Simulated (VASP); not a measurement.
Given:

```yaml
crystal:
  lattice:
    - [4.27736, 0.00000, 0.00000]
    - [-2.13868, 3.70430, 0.00000]
    - [0.00000, 0.00000, 4.68571]
  atoms:
    - { symbol: Ba, position: [0.00000, 0.00000, 0.00000] }
    - { symbol: As, position: [0.66667, 0.33333, 0.50000] }
    - { symbol: Pd, position: [0.33333, 0.66667, 0.50000] }
```

Computed with LDA (Ceperley-Alder, Perdew-Zunger), VASP's LDA PAW potentials (set 64) (plane waves; VASP 6.6.1). Numerical set-up: 400 eV cut-off, 8×8×6 Γ-centred mesh, first-order Methfessel-Paxton smearing of 0.10 eV, potentials Ba_sv As Pd.

Unless said otherwise, spin-orbit coupling is left out, though it shifts the bands of the heavy elements here.

**Question.** Estimate the energy per atom (σ→0), band gap (on the k-mesh) with the smallest direct gap where there is one.

**Answer.** 
* **band gap (on the k-mesh)**: none (metal, semimetal or under 0.01 eV)
* **energy per atom (σ→0)**: -5.660 eV/atom

The absolute energy has meaning only against runs of the same code, potentials and settings.

The structure comes from a computed database's BaAsPd entry (P-6m2); how it stands against other phases isn't given here. It was relaxed first, which changed the volume by -6 %. The start is the result of an earlier pass. The electron count is odd and the run is not spin-polarised, which forces a metal.
